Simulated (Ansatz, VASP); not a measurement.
# Ru (Ruthenium) in two plane-wave programs

Aim: how closely do two programs agree when they are given the same cell, functional and k mesh? The cell is taken from a series of runs on this material, whose earlier steps may have relaxed, scaled, displaced or heated it; both programs get it as it stands.

Main program and level: Ansatz 0.2.0; plane waves, with VASP 6.6.1 beside it; zone-centre phonons at LDA.

### Step 1. Starting point

Symmetry: P6_3/mmc, No. 194, hexagonal system. Conventional cell: a = 2.682 Å, b = 2.682 Å, c = 4.182 Å, α = 90.00°, β = 90.00°, γ = 120.00°. Nearest to Ru lie 12 Ru at 2.60 to 2.68 Å.

### Step 2. VASP: zone-centre phonons, LDA

Second derivatives magnify differences that forces hide, and they need a tight electronic threshold.

Lines of VASP's logs that name or quote its potential files are left out, and so is its time.

File INCAR:

```
SYSTEM = Ru
PREC = Accurate
ENCUT = 500
EDIFF = 1E-08
NELM = 120
ISMEAR = 1
SIGMA = 0.2
LREAL = .FALSE.
ALGO = Normal
GGA = PW92
NBANDS = 20
LASPH = .TRUE.
LORBIT = 11
LWAVE = .FALSE.
LCHARG = .FALSE.
ISIF = 2
IBRION = 8
GGA_COMPAT = .FALSE.
KPAR = 2
```

File POSCAR:

```
Ru
1.0
    2.6815215051      0.0000000000      0.0000000000
   -1.3407607526      2.3222657442      0.0000000000
    0.0000000000      0.0000000000      4.1817102656
Ru
2
Direct
    0.3333333301      0.6666666635      0.2500000000
    0.6666666635      0.3333333301      0.7500000000
```

File KPOINTS:

```
Automatic mesh
0
Gamma
18 18 12
0 0 0
```

Potentials, in the order of the species: Ru_pv (LDA family, release 64).

The run is started by

```sh
$ mpirun -np 2 vasp_std
```

Numbers of over 12 decimals in the logs are rounded to 6 here.

Output:

```text
[banner, memory and clock lines left out]
running    2 mpi-ranks, on    1 nodes
 distrk:  each k-point on    1 cores,    2 groups
 distr:  one band on    1 cores,    1 groups

 POSCAR found type information on POSCAR Ru
 POSCAR found :  1 types and       2 ions
|                                                                             |
|               ----> ADVICE to this user running VASP <----                  |
|                                                                             |
|     You enforced a specific xc type in the INCAR file but a different       |
|     [... a line on the potential file left out ...]
|     I HOPE YOU KNOW WHAT YOU ARE DOING!                                     |
|                                                                             |

 LDA part: xc-table for (Slater(with rela. corr.)+PW92), standard interpolation
 POSCAR, INCAR and KPOINTS ok, starting setup
 FFT: planning ... GRIDC
 FFT: planning ... GRID_SOFT
 FFT: planning ... GRID
 WAVECAR not read
 entering main loop
       N       E                     dE             d eps       ncg     rms          rms(c)
DAV:   1     0.280455908696E+03    0.28046E+03   -0.17308E+04 10384   0.152E+03
DAV:   2    -0.167858272152E+02   -0.29724E+03   -0.28901E+03 10592   0.457E+02
DAV:   3    -0.227566741519E+02   -0.59708E+01   -0.59216E+01 11828   0.723E+01
DAV:   4    -0.228044436986E+02   -0.47770E-01   -0.47698E-01 13176   0.611E+00
DAV:   5    -0.228051716679E+02   -0.72797E-03   -0.72584E-03 11688   0.658E-01    0.203E+01
DAV:   6    -0.214751151519E+02    0.13301E+01   -0.30721E+00 11988   0.174E+01    0.576E+00
DAV:   7    -0.213876736242E+02    0.87442E-01   -0.54564E-01 11616   0.529E+00    0.117E+00
DAV:   8    -0.213768069782E+02    0.10867E-01   -0.24948E-02 11652   0.151E+00    0.339E-01
DAV:   9    -0.213763596107E+02    0.44737E-03   -0.70464E-04 11892   0.281E-01    0.300E-02
DAV:  10    -0.213763789308E+02   -0.19320E-04   -0.87323E-05 11644   0.955E-02    0.215E-02
DAV:  11    -0.213763765246E+02    0.24062E-05   -0.16329E-05 11660   0.397E-02    0.119E-03
DAV:  12    -0.213763764982E+02    0.26415E-07   -0.19103E-07 11924   0.409E-03    0.111E-03
DAV:  13    -0.213763764960E+02    0.22742E-08   -0.54635E-09  7440   0.739E-04
   1 F= -.21376376E+02 E0= -.21376536E+02  d E =0.479681E-03
 Linear response reoptimize wavefunctions to high precision
DAV:   1    -0.213763764992E+02   -0.32469E-08   -0.50991E-10  7096   0.237E-04
DAV:   2    -0.213763764992E+02    0.77307E-11   -0.36084E-11  6668   0.668E-05
 Linear response DOF=           2
 Linear response progress:
  Degree of freedom:   1/  2
       N       E                     dE             d eps       ncg     rms          rms(c)
RMM:   1    -0.504359650165E+00   -0.50436E+00    0.33551E+00 46329   0.594E+01
RMM:   2    -0.606388633309E+00   -0.10203E+00   -0.11707E-01 63449   0.289E+00    0.143E-01
RMM:   3    -0.605195721770E+00    0.11929E-02   -0.33495E-03 72425   0.496E-01    0.644E-02
RMM:   4    -0.604033015534E+00    0.11627E-02   -0.40793E-04 72740   0.168E-01    0.240E-02
RMM:   5    -0.603869383144E+00    0.16363E-03   -0.72678E-05 88847   0.432E-02    0.983E-03
RMM:   6    -0.603791036820E+00    0.78346E-04   -0.81648E-05 78817   0.126E-02    0.498E-03
RMM:   7    -0.603787636296E+00    0.34005E-05   -0.53065E-05 79196   0.695E-03    0.728E-04
RMM:   8    -0.603806885358E+00   -0.19249E-04   -0.34313E-05 95617   0.246E-03    0.332E-04
RMM:   9    -0.603814324089E+00   -0.74387E-05   -0.17632E-05 86252   0.107E-03    0.637E-05
RMM:  10    -0.603814680878E+00   -0.35679E-06   -0.99889E-06 99200   0.580E-04    0.194E-05
RMM:  11    -0.603815051254E+00   -0.37038E-06   -0.52047E-06 86163   0.358E-04    0.846E-06
RMM:  12    -0.603815074161E+00   -0.22907E-07   -0.33580E-06 94049   0.256E-04    0.401E-06
RMM:  13    -0.603815047207E+00    0.26954E-07   -0.22080E-06100887   0.202E-04    0.140E-06
RMM:  14    -0.603815071648E+00   -0.24441E-07   -0.14556E-06 91680   0.174E-04    0.550E-07
RMM:  15    -0.603815081719E+00   -0.10070E-07   -0.98999E-07 97241   0.157E-04    0.371E-07
RMM:  16    -0.603815082512E+00   -0.79346E-09   -0.64882E-07 88740   0.147E-04    0.170E-07
RMM:  17    -0.603815097996E+00   -0.15483E-07   -0.55828E-07 86870   0.141E-04    0.213E-07
RMM:  18    -0.603815087126E+00    0.10869E-07   -0.43806E-07 75881   0.138E-04    0.327E-07
RMM:  19    -0.603815091933E+00   -0.48067E-08   -0.40105E-07 69840   0.135E-04    0.193E-07
RMM:  20    -0.603815091788E+00    0.14519E-09   -0.34089E-07 68335   0.134E-04    0.216E-07
RMM:  21    -0.603815093443E+00   -0.16550E-08   -0.32364E-07 68869   0.133E-04    0.189E-07
RMM:  22    -0.603815092306E+00    0.11373E-08   -0.29031E-07 66674   0.132E-04    0.233E-07
RMM:  23    -0.603815092934E+00   -0.62855E-09   -0.28746E-07 66216   0.132E-04    0.237E-07
RMM:  24    -0.603815093720E+00   -0.78628E-09   -0.25775E-07 66574   0.132E-04    0.208E-07
 first order change of Fermi-energy  -0.89503E-06
 force on displaced ion       1 direction 1 :  -8.727   0.001   0.000
 Linear response progress:
  Degree of freedom:   2/  2
       N       E                     dE             d eps       ncg     rms          rms(c)
RMM:   1    -0.618302141474E+00   -0.61830E+00    0.38591E+00 15963   0.602E+01
RMM:   2    -0.732879105152E+00   -0.11458E+00   -0.13239E-01 21996   0.301E+00    0.144E-01
RMM:   3    -0.732704068012E+00    0.17504E-03   -0.13370E-03 25164   0.468E-01    0.728E-02
RMM:   4    -0.732156957047E+00    0.54711E-03   -0.31380E-04 24721   0.163E-01    0.212E-02
RMM:   5    -0.731998888617E+00    0.15807E-03    0.37673E-04 29616   0.509E-02    0.132E-02
RMM:   6    -0.731945472941E+00    0.53416E-04    0.50054E-05 26861   0.151E-02    0.686E-03
RMM:   7    -0.731933205083E+00    0.12268E-04    0.16315E-06 26103   0.887E-03    0.291E-03
RMM:   8    -0.731928466818E+00    0.47383E-05    0.13893E-05 26846   0.407E-03    0.663E-04
RMM:   9    -0.731936822226E+00   -0.83554E-05    0.76640E-06 28133   0.201E-03    0.111E-04
RMM:  10    -0.731937882930E+00   -0.10607E-05    0.11933E-05 30692   0.947E-04    0.588E-05
RMM:  11    -0.731939642952E+00   -0.17600E-05    0.50937E-06 30393   0.438E-04    0.125E-05
RMM:  12    -0.731940228997E+00   -0.58604E-06   -0.71160E-07 30530   0.304E-04    0.699E-06
RMM:  13    -0.731940010302E+00    0.21869E-06    0.28833E-06 30241   0.237E-04    0.160E-06
RMM:  14    -0.731940347565E+00   -0.33726E-06   -0.60500E-07 34215   0.196E-04    0.124E-06
[...]
RMM:  23    -0.731940388607E+00   -0.68928E-08   -0.23338E-07 25951   0.141E-04    0.485E-07
RMM:  24    -0.731940390146E+00   -0.15396E-08   -0.20313E-07 26934   0.141E-04    0.225E-07
RMM:  25    -0.731940391360E+00   -0.12134E-08   -0.20602E-07 21042   0.140E-04    0.164E-07
RMM:  26    -0.731940389331E+00    0.20292E-08   -0.19085E-07 19900   0.140E-04    0.217E-07
RMM:  27    -0.731940389678E+00   -0.34718E-09   -0.19773E-07 19730   0.140E-04    0.202E-07
RMM:  28    -0.731940390479E+00   -0.80136E-09   -0.18952E-07 19807   0.140E-04    0.182E-07
RMM:  29    -0.731940391054E+00   -0.57460E-09   -0.19426E-07 19471   0.140E-04    0.173E-07
RMM:  30    -0.731940391108E+00   -0.54765E-10   -0.18879E-07 19368   0.140E-04    0.179E-07
 first order change of Fermi-energy   0.10675E-03
 force on displaced ion       1 direction 3 :   0.000   0.000 -15.958
 Linear response finished
```

OUTCAR, selected parts (step 2):

```text
ion  position               nearest neighbor table
   1  0.333  0.667  0.250-   2 2.60   2 2.60   2 2.60   2 2.60   2 2.60   2 2.60
   2  0.667  0.333  0.750-   1 2.60   1 2.60   1 2.60   1 2.60   1 2.60   1 2.60

  LATTYP: Found a hexagonal cell.
 ALAT       =     2.6815215051
 C/A-ratio  =     1.5594543089

 Subroutine GETGRP returns: Found 24 space group operations
 (whereof 12 operations were pure point group operations)

The static configuration has the point symmetry D_3d.
 The point group associated with its full space group is D_6h.

 Found    259 irreducible k-points:

   k-points           NKPTS =    259   k-points in BZ     NKDIM =    259   number of bands    NBANDS=     20

   dimension x,y,z NGX =    20 NGY =   20 NGZ =   30
   dimension x,y,z NGXF=    40 NGYF=   40 NGZF=   60

   ENCUT  =  500.0 eV  36.75 Ry    6.06 a.u.   4.89  4.89  7.62*2*pi/ulx,y,z

   NELECT =      28.0000    total number of electrons

 k-points in reciprocal lattice and weights: Automatic mesh
   0.00000000  0.00000000  0.00000000       0.000
   0.05555556 -0.00000000  0.00000000       0.002
   0.11111111 -0.00000000  0.00000000       0.002
   0.16666667 -0.00000000  0.00000000       0.002
   0.22222222  0.00000000  0.00000000       0.002
   0.27777778  0.00000000  0.00000000       0.002
   0.33333333 -0.00000000  0.00000000       0.002
   0.38888889  0.00000000  0.00000000       0.002
   0.44444444  0.00000000  0.00000000       0.002
[...]
0.33333333  0.27777778  0.50000000       0.003
   0.33333333  0.33333333  0.50000000       0.001

 average (electrostatic) potential at core
       1 -66.7299       2 -66.7299

  Total        0.0974305      0.0974305      1.1644808     -0.0000000     -0.0000000      0.0000000
  in kB        5.9945726      5.9945726     71.6466332     -0.0000000     -0.0000000      0.0000000
  external PRESSURE =      27.8785928 kB  Pullay stress =       0.0000000 kB

  energy-cutoff  :      500.00
  volume of cell :       26.04
      direct lattice vectors                 reciprocal lattice vectors
     2.681521505  0.000000000  0.000000000     0.372922611  0.215306970  0.000000000
    -1.340760753  2.322265744  0.000000000     0.000000000  0.430613939  0.000000000
     0.000000000  0.000000000  4.181710266     0.000000000  0.000000000  0.239136606

 POSITION                                       TOTAL-FORCE (eV/Angst)
 -----------------------------------------------------------------------------------
     -0.00000      1.54818      1.04543        -0.000000     -0.000000      0.000000
      1.34076      0.77409      3.13628         0.000000      0.000000     -0.000000
 -----------------------------------------------------------------------------------
    total drift:                                0.000008      0.000013     -0.000000

 Eigenvectors and eigenvalues of the dynamical matrix
 ----------------------------------------------------

   1 f  =    8.785148 THz    55.198711 2PiTHz  293.040986 cm-1    36.332435 meV
             X         Y         Z           dx          dy          dz
     -0.000000  1.548177  1.045428     0.000000    0.000000   -0.707107
      1.340761  0.774089  3.136283     0.000000    0.000000    0.707107

   2 f  =    6.496714 THz    40.820060 2PiTHz  216.707066 cm-1    26.868240 meV
             X         Y         Z           dx          dy          dz
     -0.000000  1.548177  1.045428    -0.550605    0.443660    0.000000
      1.340761  0.774089  3.136283     0.550605   -0.443660    0.000000

   3 f  =    6.496714 THz    40.820060 2PiTHz  216.707066 cm-1    26.868240 meV
             X         Y         Z           dx          dy          dz
     -0.000000  1.548177  1.045428     0.443660    0.550605    0.000000
      1.340761  0.774089  3.136283    -0.443660   -0.550605    0.000000

   4 f  =    0.000000 THz     0.000000 2PiTHz    0.000000 cm-1     0.000000 meV
             X         Y         Z           dx          dy          dz
     -0.000000  1.548177  1.045428     0.000000    0.000000    0.707107
      1.340761  0.774089  3.136283     0.000000    0.000000    0.707107

   5 f/i=    0.000000 THz     0.000000 2PiTHz    0.000002 cm-1     0.000000 meV
             X         Y         Z           dx          dy          dz
     -0.000000  1.548177  1.045428     0.033004    0.706336    0.000000
      1.340761  0.774089  3.136283     0.033004    0.706336    0.000000

   6 f/i=    0.000000 THz     0.000001 2PiTHz    0.000004 cm-1     0.000000 meV
             X         Y         Z           dx          dy          dz
     -0.000000  1.548177  1.045428    -0.706336    0.033004    0.000000
      1.340761  0.774089  3.136283    -0.706336    0.033004    0.000000

 ELASTIC MODULI CONTR FROM IONIC RELAXATION (kBar)
 Direction    XX          YY          ZZ          XY          YZ          ZX
 --------------------------------------------------------------------------------
 XX         -74.8679     74.8679      0.0000      0.0000      0.0000      0.0000
 YY          74.8679    -74.8679     -0.0000      0.0000      0.0000      0.0000
 ZZ           0.0000     -0.0000     -0.0000     -0.0000      0.0000      0.0000
 XY           0.0000      0.0000     -0.0000    -74.8679      0.0000     -0.0000
 YZ           0.0000      0.0000      0.0000      0.0000      0.0000      0.0000
 ZX           0.0000      0.0000      0.0000     -0.0000      0.0000     -0.0000
 --------------------------------------------------------------------------------
```

(Part 1 of 2 ends here.)

[Lines on the potential files, build, host, timing and source positions are cut from VASP's logs without a mark.]

[Logs are printed without paths, hosts, clocks, repeated set-up lines and the standing remarks that a program may print on its own settings, such as how far it seeks lower states.]

[Hosts, paths, dates, database ids (printed as entryN), source tags and the programs' standing remarks are cut or masked in the printed files.]
